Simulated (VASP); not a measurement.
Computed with vdW-DF2, VASP's PBE PAW potentials (set 64) (plane waves; VASP).

VASP input:

### POSCAR
```
InP
1.0
  0.0000000000   2.9350000000   2.9350000000
  2.9350000000   0.0000000000   2.9350000000
  2.9350000000   2.9350000000   0.0000000000
In P
1 1
Cart
  0.0000000000   0.0000000000   0.0000000000
  1.4675000000   1.4675000000   1.4675000000
```

### INCAR
```
SYSTEM=InP
PREC=Accurate; ENCUT=520; LREAL=.FALSE.
LASPH=.TRUE.
EDIFF=1E-6; NELM=100; ALGO=Normal
LMAXMIX=4
ISMEAR=0; SIGMA=0.05
GGA=ML; LUSE_VDW=.TRUE.; AGGAC=0.0
ZAB_VDW=-1.8867
IBRION=2; NSW=60; ISIF=3
EDIFFG=-0.01
LWAVE=.FALSE.; LCHARG=.FALSE.
```

File KPOINTS:
```
Automatic mesh
0
Gamma
7 7 7
0 0 0
```

POTCAR, in this order: In_d P (PBE.64 set). Program: vasp_std.

What VASP printed:

File OSZICAR:
```
       N       E                     dE             d eps       ncg     rms          rms(c)
DAV:   1     0.123393543573E+03    0.12339E+03   -0.86638E+03   520   0.158E+03
DAV:   2     0.508642565679E+01   -0.11831E+03   -0.11344E+03   545   0.331E+02
DAV:   3    -0.341935738332E+01   -0.85058E+01   -0.84368E+01   680   0.927E+01
DAV:   4    -0.367398450344E+01   -0.25463E+00   -0.25441E+00   646   0.178E+01
DAV:   5    -0.368680234420E+01   -0.12818E-01   -0.12818E-01   771   0.341E+00    0.555E+00
DAV:   6    -0.311142449188E+01    0.57538E+00   -0.12211E+00   732   0.176E+01    0.329E+00
DAV:   7    -0.308634043577E+01    0.25084E-01   -0.30042E-01   614   0.389E+00    0.137E+00
DAV:   8    -0.308516252629E+01    0.11779E-02   -0.18654E-02   663   0.187E+00    0.534E-01
DAV:   9    -0.308524168197E+01   -0.79156E-04   -0.44016E-03   638   0.958E-01    0.201E-01
DAV:  10    -0.308519697946E+01    0.44703E-04   -0.45334E-04   726   0.210E-01    0.154E-01
DAV:  11    -0.308522369714E+01   -0.26718E-04   -0.98611E-05   600   0.105E-01    0.826E-02
DAV:  12    -0.308521803039E+01    0.56668E-05   -0.36451E-05   635   0.565E-02    0.222E-02
DAV:  13    -0.308521828523E+01   -0.25484E-06   -0.11550E-06   499   0.838E-03
   1 F= -.30852183E+01 E0= -.30852183E+01  d E =-.308522E+01
       N       E                     dE             d eps       ncg     rms          rms(c)
DAV:   1    -0.699394512584E+01   -0.39087E+01   -0.12180E+02   650   0.278E+02    0.109E+01
DAV:   2    -0.392075859943E+01    0.30732E+01   -0.66329E+00   645   0.538E+01    0.481E+00
DAV:   3    -0.322295158742E+01    0.69781E+00   -0.27717E+00   660   0.326E+01    0.127E+00
DAV:   4    -0.321334395578E+01    0.96076E-02   -0.13063E-01   615   0.467E+00    0.631E-01
DAV:   5    -0.320223484756E+01    0.11109E-01   -0.85029E-03   630   0.113E+00    0.350E-01
DAV:   6    -0.320038476903E+01    0.18501E-02   -0.18969E-03   772   0.512E-01    0.131E-01
DAV:   7    -0.320037854642E+01    0.62226E-05   -0.31415E-04   650   0.334E-01    0.246E-02
DAV:   8    -0.320037709659E+01    0.14498E-05   -0.57785E-05   655   0.160E-01    0.619E-03
DAV:   9    -0.320037860620E+01   -0.15096E-05   -0.24786E-06   455   0.206E-02    0.420E-03
DAV:  10    -0.320037750486E+01    0.11013E-05   -0.98155E-07   300   0.183E-02    0.104E-03
DAV:  11    -0.320037746278E+01    0.42076E-07   -0.14271E-07   290   0.413E-03
   2 F= -.32003775E+01 E0= -.32002650E+01  d E =-.115159E+00
       N       E                     dE             d eps       ncg     rms          rms(c)
DAV:   1    -0.353659499867E+01   -0.33622E+00   -0.78750E+00   645   0.551E+01    0.379E+00
DAV:   2    -0.325657039624E+01    0.28002E+00   -0.66301E-01   645   0.206E+01    0.123E+00
DAV:   3    -0.321666934983E+01    0.39901E-01   -0.12845E-01   670   0.770E+00    0.777E-01
DAV:   4    -0.321626182408E+01    0.40753E-03   -0.47770E-03   560   0.707E-01    0.558E-01
DAV:   5    -0.321538624948E+01    0.87557E-03   -0.84748E-04   760   0.343E-01    0.162E-01
DAV:   6    -0.321538164992E+01    0.45996E-05   -0.17006E-04   810   0.153E-01    0.369E-02
DAV:   7    -0.321537367571E+01    0.79742E-05   -0.16314E-05   570   0.324E-02    0.593E-03
DAV:   8    -0.321537224668E+01    0.14290E-05   -0.51537E-07   340   0.806E-03    0.221E-03
DAV:   9    -0.321537236444E+01   -0.11776E-06   -0.17815E-07   285   0.577E-03
   3 F= -.32153724E+01 E0= -.32152599E+01  d E =-.130154E+00
```

File OUTCAR:
```
------------------------ aborting loop because EDIFF is reached ----------------------------------------
  FORCE on cell =-STRESS in cart. coord.  units (eV):
  Direction    XX          YY          ZZ          XY          YZ          ZX
  --------------------------------------------------------------------------------------
  Total        0.0187101      0.0187101      0.0187101      0.0000000     -0.0000000     -0.0000000
  in kB        0.5266920      0.5266920      0.5266920      0.0000000     -0.0000000     -0.0000000
  external PRESSURE =       0.5266920 kB  Pullay stress =       0.0000000 kB
  volume of cell :       56.92
      direct lattice vectors                 reciprocal lattice vectors
    -0.000000000  3.053045338  3.053045338    -0.163770906  0.163770906  0.163770906
     3.053045338  0.000000000  3.053045338     0.163770906 -0.163770906  0.163770906
     3.053045338  3.053045338  0.000000000     0.163770906  0.163770906 -0.163770906
  FREE ENERGIE OF THE ION-ELECTRON SYSTEM (eV)
  ---------------------------------------------------
  free  energy   TOTEN  =        -3.2153723644 eV

  energy  without entropy=       -3.2151474922  energy(sigma->0) =       -3.21525993

 reached required accuracy - stopping structural energy minimisation
```
(Selected blocks of OUTCAR.)

CONTCAR:
```
InP
   1.00000000000000
    -0.0000000000000000    3.0530453379090692    3.0530453379090692
     3.0530453379090692    0.0000000000000000    3.0530453379090692
     3.0530453379090692    3.0530453379090692    0.0000000000000000
  In              P
     1     1
Direct
     0.0000000000000000    0.0000000000000000    0.0000000000000000
     0.2500000000000000    0.2500000000000000    0.2500000000000000
```

Energy and stress use the plane-wave basis of the starting cell.

The compound is InP in the zinc blende structure. This run relaxes it. Symmetry was kept, so distortions that lower it aren't found.
